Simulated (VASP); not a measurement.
## TaSeF: relaxation of cell and atoms with PBE

TaSeF:

```xyz
3
Lattice="3.4264 0.0000 0.0000 0.0000 3.4264 0.0000 0.0000 0.0000 5.6608" Properties=species:S:1:pos:R:3 pbc="T T T"
Ta    0.0000    0.0000    2.8304
Se    1.7132    1.7132    2.8304
F     0.0000    0.0000    0.0000
```

The cell was built by a generator and needn't be a form met in nature.

The cell isn't the ideal one: random cell by space group and Wyckoff sites (P4/mmm, No. 123).

| Property | Result |
| --- | --- |
| Program | VASP 6.6.1 |
| Task | relaxation of cell and atoms |
| Functional | PBE |
| Potentials or basis | VASP PAW PBE potentials, release 64 (Ta_pv, Se, F) |
| Cutoff | 600 eV |
| k mesh | 6 × 6 × 4 |
| Occupations | gaussian, width 0.1 eV |
| Spin | no spin polarisation |
| Dipole correction | no |
| Further INCAR settings | ALGO = Normal; EDIFF = 1e-06; IBRION = 2; EDIFFG = -0.04; NSW = 90; ISIF = 3 |

* Relaxed volume: 18.65 Å³/atom
* Relaxed cell: a = 3.676 Å, b = 3.676 Å, c = 4.142 Å, α = 90.00°, β = 90.00°, γ = 90.00°
* Space group after relaxing (to 0.05 Å): P4/mmm (No. 123)
* Energy gained by relaxing: 975.2 meV/atom
* Ionic steps: 12
* Pressure after relaxing: 0.1 GPa
* Band gap on the k mesh: none (metal or under the smearing width)

Stress tensor (GPa, compression positive):
```
 0.12  0.00  0.00
 0.00  0.12  0.00
 0.00  0.00 -0.02
```

Step by step:
| step | energy change (eV) | largest force (eV/Å) | pressure (GPa) | volume (Å³) |
| --- | --- | --- | --- | --- |
| 1 | 0.0000 | 0.0000 | 4.20 | 66.46 |
| 2 | -1.9699 | 0.0000 | -15.68 | 69.93 |
| 3 | -1.9904 | 0.0000 | -15.79 | 69.97 |
| 4 | -0.1607 | 0.0000 | 39.13 | 50.66 |
| 5 | -2.4289 | 0.0000 | -13.47 | 65.98 |
| 6 | -2.6244 | 0.0000 | -11.04 | 63.54 |
| 7 | -2.7103 | 0.0000 | -4.49 | 59.63 |
| 8 | -2.7247 | 0.0000 | -6.89 | 60.80 |
| 9 | -2.9076 | 0.0000 | 1.35 | 55.32 |
| 10 | -2.9229 | 0.0000 | -0.96 | 56.42 |
| 11 | -2.9245 | 0.0000 | 0.73 | 55.67 |
| 12 | -2.9255 | 0.0000 | 0.07 | 55.95 |

Final structure:
```
Ta Se F
1.0
     3.67562    0.00000    0.00000
     0.00000    3.67562    0.00000
     0.00000    0.00000    4.14159
Ta Se F
1 1 1
Cartesian
  0.0000 0.0000 2.0708
  1.8378 1.8378 2.0708
  0.0000 0.0000 0.0000
```

Levels at points of the mesh, in eV from the Fermi level:
| k point | band 9 | band 10 | band 11 | band 12 | band 13 | band 14 | band 15 | band 16 |
| --- | --- | --- | --- | --- | --- | --- | --- | --- |
| (0.00, 0.00, 0.00) | -3.14 | -3.04 | -2.95 | -2.95 | -0.85 | -0.14 | -0.14 | 1.16 |
| (0.50, 0.00, 0.00) | -7.11 | -5.61 | -4.05 | 0.11 | 0.62 | 1.75 | 2.45 | 4.11 |
| (0.50, 0.50, 0.00) | -4.83 | -4.83 | -2.29 | -1.31 | -1.31 | 0.25 | 1.34 | 1.96 |
| (0.00, 0.00, 0.50) | -4.64 | -3.01 | -2.98 | -2.98 | -0.81 | 1.00 | 1.00 | 1.52 |
| (0.50, 0.00, 0.50) | -7.50 | -5.53 | -3.67 | 0.68 | 1.25 | 2.01 | 2.85 | 6.07 |
| (0.50, 0.50, 0.50) | -5.17 | -5.17 | -3.46 | -0.08 | -0.08 | 0.39 | 1.36 | 2.08 |

Run time: 6.5 min on 1 thread of AMD EPYC 7R43 64-Core Processor (Zen 3) (shared host), peak memory 0.19 GiB.

Caveat: the volume moved by over 15 % at a fixed basis, so the end points are rough. The run has no spin-orbit coupling, so splittings on Ta are missing.
